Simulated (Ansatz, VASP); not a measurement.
# AgHPt: VASP beside Ansatz

One calculation is typed for both programs; each brings its own data sets. How far apart do they land? The cell is generated by rule, not measured, and may not be a known phase. The cell is taken from a series of runs on this material, whose earlier steps may have relaxed, scaled, displaced or heated it; both programs get it as it stands.

Method: plane waves, with VASP 6.6.1 beside it; relaxation of cell and atoms at r2SCAN, in Ansatz 0.2.0.

The structure was built from a prototype and need not be the compound's stable phase.

## (1) The starting structure

The structure is orthorhombic, space group Amm2 (No. 38). Conventional cell: a = 4.609 Å, b = 3.419 Å, c = 4.672 Å, α = 90.00°, β = 90.00°, γ = 90.00°. Ag has 2 H at 2.57 Å nearest. H has 3 Pt at 1.76 to 1.80 Å nearest. Pt has 3 H at 1.76 to 1.80 Å nearest. Farther neighbours are not listed.

## (2) Ansatz: relaxation of cell and atoms, r2SCAN

Ansatz runs on its default PAW (the set named soft_2) files.

The relaxed volume is the usual yardstick between codes: in a stiff, nearly cubic crystal its relative difference is about their pressure difference at one cell divided by the bulk modulus.

File input.yaml:

```yaml
crystal:
  lattice:
    - [4.6089134666, 0.0, 0.0]
    - [0.0, 1.7094847213, 2.3361266775]
    - [0.0, -1.7094847213, 2.3361266775]
  atoms:
    - { symbol: Ag, position: [0.5, 0.402436958, 0.402436958] }
    - { symbol: H, position: [0.0, 0.6438737059, 0.6438737059] }
    - { symbol: Pt, position: [0.0, 0.0202457152, 0.0202457152] }
kpoints:
  mp_grid: { grid: [10, 16, 16] }
hamiltonian:
  xc: r2scan
scf:
  occupations: { method: methfessel_paxton, width: 0.2 }
output:
  forces: true
  stress: true
  eigenvalues: true
relax:
  adjacent_minimum: "off"
  f_tol: 0.001
  max_steps: 60
  cell: { stress_tol: 0.01 }
```

On the command line:

```
$ ansatz run input.yaml --threads 8 --pin off --max-ram 14336MiB --backend cpu --events-out ev --progress --plain --runs-dir out
```

Numbers of over 12 decimals in the logs are rounded to 6 here.

What it wrote:

```text
Engine: ansatz 0.2.0, aarch64-unknown-linux-gnu
Pseudopotentials: kind: paw
Pseudopotential: Ag, paw, valence charge 19, recommended cutoff 500 eV (meta_gga), Ag.paw.azcp
Pseudopotential: H, paw, valence charge 1, recommended cutoff 500 eV (meta_gga), H.paw.azcp
Pseudopotential: Pt, paw, valence charge 18, recommended cutoff 500 eV (meta_gga), Pt.paw.azcp
Functional definition: r2SCAN
  parameter k0 = 0.174
  parameter k1 = 0.065
  parameter a1 = 4.9479
  exchange = r2scan_x(k0 = k0, k1 = k1, a1 = a1)
  correlation = r2scan_c
Crystal: 3 atoms, lattice volume = 36.812 Å³
Basis set: ecut = 500 eV, 943 PW (Γ), exchange–correlation on 144×96×96 points (64 copies of the dense FFT grid, shifted against one another)
Bands: 23, of which v1, the nominal top of the filled ones, is band 19 counted from 1 (18 counted from 0)
Symmetry: 4 space group operations
Space group: Amm2 (ITA 38), of the structure as read, at distance tolerance 3.3e-5 Å
k-points: 438 of 2560 (time reversal used)
Non-local potential: Ag, projectors of the file, l = 0: 3, l = 1: 2, l = 2: 2, l = 3: 1
Non-local potential: H, projectors of the file, l = 0: 2, l = 1: 1
Non-local potential: Pt, projectors of the file, l = 0: 3, l = 1: 2, l = 2: 2, l = 3: 1
PAW form: soft (Blöchl's): semilocal exchange-correlation on the pseudo side does not see the compensation charge
PAW frozen core: Ag, regenerated for the run's functional (the file was generated under x = pbe(κ = 0.804, μ = 0.219515), c = pbe(β = 0.066725))
PAW frozen core: Pt, regenerated for the run's functional (the file was generated under x = pbe(κ = 0.804, μ = 0.219515), c = pbe(β = 0.066725))
PAW one-centre angular grid: Ag, 590 points (default); XC on 160 Gauss nodes
PAW one-centre angular grid: H, 302 points (default); XC on 160 Gauss nodes
PAW one-centre angular grid: Pt, 590 points (default); XC on 160 Gauss nodes
Initial density: superposition of atomic densities (neutral atoms: chi_scale 0, normalization atom), corrected by the library's trained network
Initial wavefunctions: pseudopotential atomic-orbital guess
Functional: x = r2scan, c = r2scan; τ floored in thin density (d = 2e-4 eV/Å³)
SCF iter   1: F=—  HF=-20156.719497 eV  |F-HF|=—  |Δ(HF+E_count)|=         —  Δρ=1.63e-2  dr2=1.03e-1  dr2_τ=1.92e-2  ethr=1.77e-3  ⟨swp⟩=4.7  Hψ=36991  notcnv=0
preconditioner: auto → Kerker (q_TF=auto, 2.743 Å⁻¹)  [metal: Δε(μ)=0.017 eV  Ē_g=10.314 eV  σ=0.200 eV  W_gap=0.07  n_scr=18 (ndim 8)  ℏωp=28.7 eV  f_vac=0.000  D(μ)=0.49/eV (n_scr^D=2)]
SCF iter   2: F=—  HF=-20156.705967 eV  |F-HF|=—  |Δ(HF+E_count)|=   1.35e-2  S|Δr|=    0.00e0  Δρ=7.32e-3  dr2=1.70e-2  dr2_τ=2.58e-3  ethr=2.71e-4  ⟨swp⟩=1.2  Hψ=14486  notcnv=0
SCF iter   3: F=—  HF=-20156.707046 eV  |F-HF|=—  |Δ(HF+E_count)|=   1.08e-3  S|Δr|=    0.00e0  Δρ=2.69e-3  dr2=2.73e-3  dr2_τ=7.66e-5  ethr=4.47e-5  ⟨swp⟩=2.6  Hψ=13897  notcnv=0
SCF iter   4: F=—  HF=-20156.707261 eV  |F-HF|=—  |Δ(HF+E_count)|=   2.15e-4  S|Δr|=    0.00e0  Δρ=7.24e-4  dr2=3.18e-4  dr2_τ=1.09e-5  ethr=7.18e-6  ⟨swp⟩=2.1  Hψ=14110  notcnv=0
SCF iter   5: F=—  HF=-20156.707272 eV  |F-HF|=—  |Δ(HF+E_count)|=   1.12e-5  S|Δr|=    0.00e0  Δρ=4.14e-4  dr2=7.61e-5  dr2_τ=5.63e-6  ethr=8.37e-7  ⟨swp⟩=2.1  Hψ=14407  notcnv=0
SCF iter   6: F=—  HF=-20156.707273 eV  |F-HF|=—  |Δ(HF+E_count)|=   1.74e-6  S|Δr|=    0.00e0  Δρ=1.50e-4  dr2=1.02e-5  dr2_τ=3.63e-7  ethr=2.00e-7  ⟨swp⟩=2.4  Hψ=16117  notcnv=0
SCF iter   7: F=—  HF=-20156.707274 eV  |F-HF|=—  |Δ(HF+E_count)|=   1.04e-7  S|Δr|=    0.00e0  Δρ=4.27e-5  dr2=6.97e-7  dr2_τ=3.05e-8  ethr=2.69e-8  ⟨swp⟩=2.0  Hψ=15448  notcnv=0
SCF iter   8: F=-20156.707274 eV  HF=-20156.707274 eV  |F-HF|=7.69e-9  |Δ(HF+E_count)|=   3.39e-7  S|Δr|=    0.00e0  Δρ=1.06e-5  dr2=3.75e-8  dr2_τ=1.97e-9  ethr=2.63e-10  ⟨swp⟩=5.6  Hψ=41276  notcnv=0
SCF 1 converged in 8 iterations: F = -20156.707274 eV  dr2 = 3.75e-8
  greatest PAW one-centre occupation: 1.001 electrons in one spin orbital (limit 2), on the Ag atom at site 0 (counted from 0), in its partial waves of l = 1
relax step   1: F+E_penalty+E_count = -20156.70727393 eV  Δ(F+E_penalty+E_count) = +0.000e0 eV  max|allowed force component| = 1.378e-3 eV/Å  Δτ_max = 0.0000 Å  P = -0.008 GPa  Ω = 36.812 Å³  (8 SCF iters, dr2 threshold 1.00e-7 eV, accepted)
[...]
relax step   4: F+E_penalty+E_count = -20156.70728744 eV  Δ(F+E_penalty+E_count) = +9.693e-6 eV  max|allowed force component| = 8.822e-4 eV/Å  Δτ_max = 0.0025 Å  P = -0.039 GPa  Ω = 36.837 Å³  energy of the carried Pulay correction = -1.438e-5 eV  (5 SCF iters, dr2 threshold 9.41e-9 eV, accepted)
[...]
relax step   5: F+E_penalty+E_count = -20156.70729548 eV  Δ(F+E_penalty+E_count) = -8.032e-6 eV  max|allowed force component| = 1.116e-3 eV/Å  Δτ_max = 0.0001 Å  P = +0.002 GPa  Ω = 36.826 Å³  energy of the carried Pulay correction = -8.114e-6 eV  (4 SCF iters, dr2 threshold 6.43e-9 eV, accepted)
[...]
relax step   6: F+E_penalty+E_count = -20156.70729564 eV  Δ(F+E_penalty+E_count) = -1.658e-7 eV  max|allowed force component| = 1.556e-5 eV/Å  Δτ_max = 0.0002 Å  P = +0.000 GPa  Ω = 36.826 Å³  energy of the carried Pulay correction = -8.086e-6 eV  (4 SCF iters, dr2 threshold 7.78e-11 eV, accepted)
[...]
relax step   7: F+E_penalty+E_count = -20156.70730266 eV  Δ(F+E_penalty+E_count) = -7.016e-6 eV  max|allowed force component| = 4.371e-6 eV/Å  Δτ_max = 0.0000 Å  P = +0.000 GPa  Ω = 36.826 Å³  stress off target by 2.84e-3 GPa  SCF on the basis re-selected at this cell (its energy is not comparable with the rows above)  (6 SCF iters)
basis re-selected at this cell: Δ(F+E_penalty+E_count) = -7.016e-6 eV, ΔP = +0.000 GPa vs the last step (what re-selecting the basis moved, of the pressure what is left beyond the Pulay correction that the steps carried, after the strain that the cell walked since its last selection, with what the two solves' SCF thresholds leave and, on support functions, any second-order correction that the steps lacked; it is no m [...]
SCF converged after 6 iterations
Stability not checked: this state was not tested for a lower state beside it, because cold or Methfessel-Paxton smearing, or corrected tetrahedra, fill the levels in a way that the test cannot read (fill_not_monotonic; see scf.lower_state_search)
Free energy (F): -20156.707303 eV
Harris-Foulkes:  -20156.707303 eV  (|F-HF|=2.91e-11)
Internal energy: -20156.706995 eV  (E = F + TS)
E sigma→0 (E₀):  -20156.707226 eV
Entropy (-TS):   -0.000308 eV (-0.103 meV/atom)
Fermi energy:    17.531484 eV
--- Per-component energies (eV) ---
  E_band       = -482.219676
  E_kinetic    = 1181.313265
  E_local      = -4009.441398  (includes V_loc(G=0)·N_el)
  E_nonlocal   = 286.342272
  E_hartree    = 1679.542975
  E_xc         = -437.613363
  E_vxc        = -613.271542  (∫ρ·V_xc dr)
  E_paw        = -13404.069408  (= ΣΔE_a)
  E_vpaw       = -727.469940  (= ΣTr[D̂ρ^β])
  E_aug_tail   = -0.000267  (compensation charges beyond the density's cutoff)
  E_vtau       = 41.221984  (kinetic-family band-sum trace: ∫τ·v_τ [+ j·A + Jᵃ·Aᵃ] dr)
  E_ewald      = -5452.040266
  E_core_change = -0.740805  (= ΣΔE_core)
  E_smearing   = -0.000308  (= −TS)
  E_closure    = 0.000000  (closes the sum)
  Σ components = -20156.707303   (vs F -20156.707303, Δ=0.00e0)
--- Forces (eV/Å), atoms counted from 1 ---
  atom   1  Ag    -0.00000000     0.00000000     0.00000443
  atom   2  H      0.00000000    -0.00000000    -0.00000182
  atom   3  Pt    -0.00000000     0.00000000    -0.00000244
  max |Σ_I F_I| component: 1.65e-7 eV/Å
--- Stress (GPa, compression-positive) ---
       -0.001890       0.000000       0.000000
        0.000000      -0.000006      -0.000000
        0.000000      -0.000000       0.002839
  P = ⅓ Tr σ = 0.0003 GPa (0.003 kbar)
--- Band table (eV; the first three rows and the last of 438) ---
  k-point 0: bands = [... 15 lower, 13.7637, 14.8936, 15.9468, 15.9790, 17.5560, 20.9227, 26.6619, 31.5553]
  k-point 1: bands = [... 15 lower, 13.7614, 14.8810, 15.6075, 15.9738, 18.0123, 20.9384, 26.6361, 30.8671]
  k-point 2: bands = [... 15 lower, 13.7656, 14.8699, 15.0225, 15.9839, 18.9219, 20.9752, 26.3200, 29.7738]
  k-point 437: bands = [... 15 lower, 14.6553, 15.6286, 17.0091, 17.6884, 20.3286, 21.8180, 24.0702, 25.9273]
--- Relaxed structure (6 steps of the walk, 6 accepted, 1 SCFs on fresh bases) ---
  F+E_penalty+E_count = -20156.70730266 eV   max|allowed force component| = 4.371e-6 eV/Å   (the final SCF, on the basis selected at the relaxed cell)
  cell:  # Å, volume = 36.8261 Å³
    - [4.612953, 0.0, 0.0]
    - [0.0, 1.705622, 2.340261]
    - [0.0, -1.705622, 2.340261]
  atoms:
    - { symbol: Ag, position: [0.5, 0.401386, 0.401386] }
    - { symbol: H, position: [0.0, 0.644738, 0.644738] }
    - { symbol: Pt, position: [0.0, 0.020432, 0.020432] }
```

[end of part 1 of 2]

[Lines on the potential files, build, host, timing and source positions are cut from VASP's logs without a mark.]

[Logs are printed without paths, hosts, clocks, repeated set-up lines and the standing remarks that a program may print on its own settings, such as how far it seeks lower states.]

[Hosts, paths, dates, database ids (printed as entryN), source tags and the programs' standing remarks are cut or masked in the printed files.]
